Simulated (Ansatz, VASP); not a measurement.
# Ru (Ruthenium): VASP beside Ansatz

Aim: how closely do two programs agree when they are given the same cell, functional and k mesh? The cell is taken from a series of runs on this material, whose earlier steps may have relaxed, scaled, displaced or heated it; both programs get it as it stands.

Main program and level: Ansatz 0.2.0; plane waves, with VASP 6.6.1 beside it; zone-centre phonons at LDA.

**1. The starting structure**

It takes space group P6_3/mmc (No. 194, hexagonal). The conventional cell has a = 2.637 Å, b = 2.637 Å, c = 4.172 Å, α = 90.00°, β = 90.00°, γ = 120.00°. Nearest to Ru lie 12 Ru at 2.58 to 2.64 Å.

**2. VASP: zone-centre phonons, LDA**

Second derivatives magnify differences that forces hide, and they need a tight electronic threshold.

Lines of VASP's logs that name or quote its potential files are left out, and so is its time.

INCAR reads:

```
SYSTEM = Ru
PREC = Accurate
ENCUT = 500
EDIFF = 1E-08
NELM = 120
ISMEAR = 1
SIGMA = 0.2
LREAL = .FALSE.
ALGO = Normal
GGA = CA
NBANDS = 20
LASPH = .TRUE.
LORBIT = 11
LWAVE = .FALSE.
LCHARG = .FALSE.
ISIF = 2
IBRION = 8
GGA_COMPAT = .FALSE.
KPAR = 2
```

POSCAR reads:

```
Ru
1.0
    2.6372188478      0.0000000000      0.0000000000
   -1.3186094239      2.2838985175      0.0000000000
    0.0000000000      0.0000000000      4.1717106081
Ru
2
Direct
    0.3333333333      0.6666666667      0.2500000000
    0.6666666667      0.3333333333      0.7500000000
```

KPOINTS reads:

```
Automatic mesh
0
Gamma
18 18 12
0 0 0
```

The projector-augmented-wave data sets are Ru_pv (LDA family, release 64).

On the command line:

```sh
$ mpirun -np 2 vasp_std
```

Numbers of over 12 decimals in the logs are rounded to 6 here.

What it wrote:

```text
[banner, memory and clock lines left out]
running    2 mpi-ranks, on    1 nodes
 distrk:  each k-point on    1 cores,    2 groups
 distr:  one band on    1 cores,    1 groups

 POSCAR found type information on POSCAR Ru
 POSCAR found :  1 types and       2 ions
 LDA part: xc-table for (Slater(with rela. corr.)+CA(PZ))
 , standard interpolation
 POSCAR, INCAR and KPOINTS ok, starting setup
 FFT: planning ... GRIDC
 FFT: planning ... GRID_SOFT
 FFT: planning ... GRID
 WAVECAR not read
 entering main loop
       N       E                     dE             d eps       ncg     rms          rms(c)
DAV:   1     0.281034873557E+03    0.28103E+03   -0.17283E+04 10424   0.153E+03
DAV:   2    -0.167470162416E+02   -0.29778E+03   -0.28933E+03 10676   0.460E+02
DAV:   3    -0.226761864642E+02   -0.59292E+01   -0.58845E+01 11864   0.726E+01
DAV:   4    -0.227233251564E+02   -0.47139E-01   -0.47074E-01 13132   0.610E+00
DAV:   5    -0.227239829967E+02   -0.65784E-03   -0.65495E-03 11672   0.629E-01    0.222E+01
DAV:   6    -0.214413499102E+02    0.12826E+01   -0.28637E+00 11968   0.169E+01    0.684E+00
DAV:   7    -0.213434393875E+02    0.97911E-01   -0.59837E-01 11712   0.567E+00    0.123E+00
DAV:   8    -0.213317271556E+02    0.11712E-01   -0.31356E-02 11540   0.184E+00    0.263E-01
DAV:   9    -0.213316512972E+02    0.75858E-04   -0.33520E-04 11960   0.167E-01    0.291E-02
DAV:  10    -0.213316717427E+02   -0.20446E-04   -0.74049E-05 11608   0.850E-02    0.217E-02
DAV:  11    -0.213316684889E+02    0.32538E-05   -0.18074E-05 11396   0.421E-02    0.233E-03
DAV:  12    -0.213316685080E+02   -0.19016E-07   -0.90503E-08 12044   0.333E-03    0.959E-04
DAV:  13    -0.213316685071E+02    0.85265E-09   -0.24192E-09  7220   0.504E-04
   1 F= -.21331669E+02 E0= -.21331877E+02  d E =0.626748E-03
 Linear response reoptimize wavefunctions to high precision
DAV:   1    -0.213316685083E+02   -0.12064E-08   -0.32936E-10  6848   0.170E-04
DAV:   2    -0.213316685083E+02    0.63665E-11   -0.20932E-11  6376   0.483E-05
 Linear response DOF=           2
 Linear response progress:
  Degree of freedom:   1/  2
       N       E                     dE             d eps       ncg     rms          rms(c)
RMM:   1    -0.500194765694E+00   -0.50019E+00    0.32961E+00 46350   0.592E+01
RMM:   2    -0.602294571092E+00   -0.10210E+00   -0.11460E-01 63512   0.286E+00    0.146E-01
RMM:   3    -0.600979144423E+00    0.13154E-02   -0.33508E-03 72229   0.501E-01    0.653E-02
RMM:   4    -0.599796510226E+00    0.11826E-02   -0.43196E-04 72476   0.169E-01    0.244E-02
RMM:   5    -0.599615049385E+00    0.18146E-03   -0.58395E-05 88901   0.433E-02    0.975E-03
RMM:   6    -0.599532744516E+00    0.82305E-04   -0.38278E-05 77497   0.119E-02    0.395E-03
RMM:   7    -0.599532270412E+00    0.47410E-06   -0.32720E-05 78464   0.603E-03    0.738E-04
RMM:   8    -0.599552900977E+00   -0.20631E-04   -0.22232E-05 92703   0.214E-03    0.326E-04
RMM:   9    -0.599559763885E+00   -0.68629E-05   -0.12049E-05 86210   0.880E-04    0.598E-05
RMM:  10    -0.599560131468E+00   -0.36758E-06   -0.71535E-06 99005   0.430E-04    0.189E-05
RMM:  11    -0.599560435933E+00   -0.30447E-06   -0.38552E-06 83925   0.233E-04    0.773E-06
RMM:  12    -0.599560403404E+00    0.32529E-07   -0.21718E-06 92863   0.140E-04    0.363E-06
RMM:  13    -0.599560387728E+00    0.15676E-07   -0.14069E-06 94709   0.914E-05    0.127E-06
RMM:  14    -0.599560401045E+00   -0.13317E-07   -0.78118E-07 87298   0.661E-05    0.725E-07
RMM:  15    -0.599560421637E+00   -0.20592E-07   -0.46575E-07 87489   0.522E-05    0.169E-07
RMM:  16    -0.599560412106E+00    0.95317E-08   -0.24273E-07 63619   0.426E-05    0.448E-07
RMM:  17    -0.599560424424E+00   -0.12319E-07   -0.17667E-07 61172   0.377E-05    0.148E-07
RMM:  18    -0.599560425775E+00   -0.13504E-08   -0.11856E-07 51696   0.343E-05    0.212E-07
RMM:  19    -0.599560426044E+00   -0.26906E-09   -0.65615E-08 52515   0.325E-05    0.201E-07
 first order change of Fermi-energy  -0.25659E-05
 force on displaced ion       1 direction 1 :  -9.380   0.001   0.000
 Linear response progress:
  Degree of freedom:   2/  2
       N       E                     dE             d eps       ncg     rms          rms(c)
RMM:   1    -0.621271119239E+00   -0.62127E+00    0.38852E+00 15974   0.601E+01
RMM:   2    -0.736580424408E+00   -0.11531E+00   -0.13175E-01 22028   0.301E+00    0.146E-01
RMM:   3    -0.736440123400E+00    0.14030E-03   -0.17067E-03 24981   0.471E-01    0.737E-02
RMM:   4    -0.735868788493E+00    0.57133E-03   -0.35559E-04 24571   0.163E-01    0.214E-02
RMM:   5    -0.735698710131E+00    0.17008E-03    0.45539E-04 29634   0.512E-02    0.133E-02
RMM:   6    -0.735644362912E+00    0.54347E-04    0.11818E-04 26960   0.150E-02    0.644E-03
RMM:   7    -0.735638177886E+00    0.61850E-05    0.14620E-05 26076   0.852E-03    0.298E-03
RMM:   8    -0.735631858168E+00    0.63197E-05    0.34927E-05 26511   0.404E-03    0.669E-04
RMM:   9    -0.735641919876E+00   -0.10062E-04    0.13417E-05 28117   0.193E-03    0.121E-04
RMM:  10    -0.735643103639E+00   -0.11838E-05    0.17101E-05 30155   0.821E-04    0.561E-05
RMM:  11    -0.735645312747E+00   -0.22091E-05    0.44493E-06 30181   0.321E-04    0.119E-05
RMM:  12    -0.735645454888E+00   -0.14214E-06    0.35000E-06 29768   0.190E-04    0.662E-06
RMM:  13    -0.735645817950E+00   -0.36306E-06    0.12460E-06 29776   0.126E-04    0.148E-06
RMM:  14    -0.735645883873E+00   -0.65924E-07    0.84690E-07 33007   0.846E-05    0.116E-06
RMM:  15    -0.735645986118E+00   -0.10224E-06    0.79045E-08 29472   0.653E-05    0.764E-07
RMM:  16    -0.735646007160E+00   -0.21042E-07    0.18078E-07 29789   0.547E-05    0.358E-07
RMM:  17    -0.735646058283E+00   -0.51123E-07   -0.25569E-07 23277   0.457E-05    0.412E-07
RMM:  18    -0.735646042166E+00    0.16117E-07    0.11627E-08 24267   0.414E-05    0.204E-07
RMM:  19    -0.735646079595E+00   -0.37429E-07   -0.29721E-07 20070   0.383E-05    0.169E-07
RMM:  20    -0.735646056769E+00    0.22826E-07   -0.63982E-08 15687   0.363E-05    0.311E-07
RMM:  21    -0.735646068308E+00   -0.11539E-07   -0.18999E-07 15901   0.351E-05    0.512E-07
RMM:  22    -0.735646059533E+00    0.87745E-08   -0.83953E-08 15071   0.343E-05    0.456E-07
 first order change of Fermi-energy   0.91849E-04
 force on displaced ion       1 direction 3 :   0.000  -0.000 -17.954
 Linear response finished
```

OUTCAR, selected parts (step 2):

```text
ion  position               nearest neighbor table
   1  0.333  0.667  0.250-   2 2.58   2 2.58   2 2.58   2 2.58   2 2.58   2 2.58
   2  0.667  0.333  0.750-   1 2.58   1 2.58   1 2.58   1 2.58   1 2.58   1 2.58

  LATTYP: Found a hexagonal cell.
 ALAT       =     2.6372188478
 C/A-ratio  =     1.5818598489

 Subroutine GETGRP returns: Found 24 space group operations
 (whereof 12 operations were pure point group operations)

The static configuration has the point symmetry D_3d.
 The point group associated with its full space group is D_6h.

 Found    259 irreducible k-points:

   k-points           NKPTS =    259   k-points in BZ     NKDIM =    259   number of bands    NBANDS=     20

   dimension x,y,z NGX =    20 NGY =   20 NGZ =   30
   dimension x,y,z NGXF=    40 NGYF=   40 NGZF=   60

   ENCUT  =  500.0 eV  36.75 Ry    6.06 a.u.   4.81  4.81  7.61*2*pi/ulx,y,z

   NELECT =      28.0000    total number of electrons

 k-points in reciprocal lattice and weights: Automatic mesh
   0.00000000  0.00000000  0.00000000       0.000
   0.05555556 -0.00000000  0.00000000       0.002
   0.11111111 -0.00000000  0.00000000       0.002
   0.16666667  0.00000000  0.00000000       0.002
   0.22222222  0.00000000  0.00000000       0.002
   0.27777778  0.00000000  0.00000000       0.002
   0.33333333  0.00000000  0.00000000       0.002
   0.38888889  0.00000000  0.00000000       0.002
   0.44444444  0.00000000  0.00000000       0.002
[...]
0.33333333  0.27777778  0.50000000       0.003
   0.33333333  0.33333333  0.50000000       0.001

 average (electrostatic) potential at core
       1 -66.0619       2 -66.0619

  Total        2.7647092      2.7647092      2.7817734      0.0000000     -0.0000000      0.0000000
  in kB      176.2880572    176.2880572    177.3761324      0.0000000     -0.0000000      0.0000000
  external PRESSURE =     176.6507489 kB  Pullay stress =       0.0000000 kB

  energy-cutoff  :      500.00
  volume of cell :       25.13
      direct lattice vectors                 reciprocal lattice vectors
     2.637218848  0.000000000  0.000000000     0.379187340  0.218923913  0.000000000
    -1.318609424  2.283898517  0.000000000     0.000000000  0.437847826  0.000000000
     0.000000000  0.000000000  4.171710608     0.000000000  0.000000000  0.239709820

 POSITION                                       TOTAL-FORCE (eV/Angst)
 -----------------------------------------------------------------------------------
     -0.00000      1.52260      1.04293        -0.000000     -0.000000      0.000000
      1.31861      0.76130      3.12878         0.000000      0.000000      0.000000
 -----------------------------------------------------------------------------------
    total drift:                               -0.000000      0.000000     -0.000000

 Eigenvectors and eigenvalues of the dynamical matrix
 ----------------------------------------------------

   1 f  =    9.318295 THz    58.548576 2PiTHz  310.824872 cm-1    38.537355 meV
             X         Y         Z           dx          dy          dz
     -0.000000  1.522599  1.042928     0.000000    0.000000    0.707107
      1.318609  0.761300  3.128783     0.000000   -0.000000   -0.707107

   2 f  =    6.735288 THz    42.319062 2PiTHz  224.665019 cm-1    27.854900 meV
             X         Y         Z           dx          dy          dz
     -0.000000  1.522599  1.042928     0.707107    0.000000    0.000000
      1.318609  0.761300  3.128783    -0.707107    0.000000    0.000000

   3 f  =    6.735288 THz    42.319062 2PiTHz  224.665019 cm-1    27.854900 meV
             X         Y         Z           dx          dy          dz
     -0.000000  1.522599  1.042928     0.000000   -0.707107   -0.000000
      1.318609  0.761300  3.128783     0.000000    0.707107   -0.000000

   4 f  =    0.000000 THz     0.000001 2PiTHz    0.000004 cm-1     0.000000 meV
             X         Y         Z           dx          dy          dz
     -0.000000  1.522599  1.042928     0.000000   -0.363803    0.606339
      1.318609  0.761300  3.128783     0.000000   -0.363803    0.606339

   5 f  =    0.000000 THz     0.000000 2PiTHz    0.000001 cm-1     0.000000 meV
             X         Y         Z           dx          dy          dz
     -0.000000  1.522599  1.042928     0.000000    0.606339    0.363803
      1.318609  0.761300  3.128783     0.000000    0.606339    0.363803

   6 f  =    0.000000 THz     0.000000 2PiTHz    0.000000 cm-1     0.000000 meV
             X         Y         Z           dx          dy          dz
     -0.000000  1.522599  1.042928    -0.707107    0.000000    0.000000
      1.318609  0.761300  3.128783    -0.707107    0.000000    0.000000

 ELASTIC MODULI CONTR FROM IONIC RELAXATION (kBar)
 Direction    XX          YY          ZZ          XY          YZ          ZX
 --------------------------------------------------------------------------------
 XX        -106.6508    106.6508      0.0000      0.0000      0.0000      0.0000
 YY         106.6508   -106.6508     -0.0000     -0.0000      0.0000      0.0000
 ZZ           0.0000     -0.0000     -0.0000     -0.0000      0.0000      0.0000
 XY           0.0000     -0.0000     -0.0000   -106.6508      0.0000      0.0000
 YZ           0.0000      0.0000      0.0000      0.0000      0.0000      0.0000
 ZX           0.0000      0.0000      0.0000      0.0000      0.0000      0.0000
 --------------------------------------------------------------------------------
```

(Continued in part 2 of 2.)

[Lines on the potential files, build, host, timing and source positions are cut from VASP's logs without a mark.]

[Logs are printed without paths, hosts, clocks, repeated set-up lines and the standing remarks that a program may print on its own settings, such as how far it seeks lower states.]

[Hosts, paths, dates, database ids (printed as entryN), source tags and the programs' standing remarks are cut or masked in the printed files.]
